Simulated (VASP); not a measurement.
Calculation: PBEsol GGA, VASP's PBE PAW potentials (set 64) (plane waves; VASP).

VASP input:

### POSCAR
```
SiNi3
3.463740
  1.0000000000   0.0000000000   0.0000000000
  0.0000000000   1.0000000000   0.0000000000
  0.0000000000   0.0000000000   1.0000000000
Si Ni
1 3
Cart
  0.0000000000   0.0000000000   0.0000000000
  0.0000000000   0.5000000000   0.5000000000
  0.5000000000   0.0000000000   0.5000000000
  0.5000000000   0.5000000000   0.0000000000
```

### INCAR
```
LREAL = F   # projection in real space or not
ENCUT = 300
ISIF = 2
LMAXMIX = 4
ALGO = Normal   # blocked Davidson
SIGMA = 0.05   # width (eV)
ISMEAR = -1   # Fermi-Dirac
LASPH = T
NELM = 100   # most electronic steps
EDIFF = 1E-6
LCHARG = F
PREC = Accurate
LWAVE = F
SYSTEM = SiNi3
GGA = PS   # PBEsol
```

### KPOINTS
```
Automatic mesh
0
Gamma
13 13 13
0 0 0
```

POTCAR, in this order: Si Ni (PBE.64 set). Program: vasp_std.

Question: Predict the energy per atom (σ→0), band gap (on the k-mesh).

Answer: 
```yaml
energy per atom (σ→0): -6.578 eV/atom
band gap (on the k-mesh): none (metal, semimetal or under 0.01 eV)
```

**OSZICAR**
```
...
DAV:   7    -0.264069121004E+02    0.35433E+01   -0.17038E+01  3901   0.652E+01    0.447E+00
DAV:   8    -0.263419918566E+02    0.64920E-01   -0.71966E-01  3779   0.648E+00    0.144E+00
DAV:   9    -0.263239980051E+02    0.17994E-01   -0.31298E-02  4690   0.242E+00    0.574E-01
DAV:  10    -0.263212881741E+02    0.27098E-02   -0.36641E-03  4521   0.466E-01    0.202E-01
DAV:  11    -0.263210166493E+02    0.27152E-03   -0.56555E-04  5274   0.266E-01    0.477E-02
DAV:  12    -0.263210092660E+02    0.73833E-05   -0.71704E-05  3746   0.936E-02    0.141E-02
DAV:  13    -0.263210090340E+02    0.23197E-06   -0.56744E-06  3780   0.167E-02
   1 F= -.26321009E+02 E0= -.26312977E+02  d E =-.160644E-01
```

The structure comes from a computed database's SiNi3 entry (Pm-3m); how it stands against other phases isn't given here. The cell was not relaxed at this level. The run is one of a series of settings (GGA = PS against the base run), some of them coarse on purpose. The run is not spin-polarised, so no magnetic state was tried.
